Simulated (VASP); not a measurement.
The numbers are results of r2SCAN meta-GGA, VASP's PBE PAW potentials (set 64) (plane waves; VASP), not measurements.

Gaps are without spin-orbit coupling.

```json
{
  "volume_per_atom": "26.63 Å³/atom",
  "band gap (over mesh and band path)": "0.70 eV",
  "smallest direct gap (over mesh and band path)": "0.70 eV"
}
```

Problem. Which relaxed crystal gives these values?
(A) PbS, Fm-3m (225)
(B) SiO2, P6_222 (180)
(C) ZnS, P6_3mc (186)
(D) SiO2, Pbcn (60)

Solution. A, PbS, Fm-3m (225)
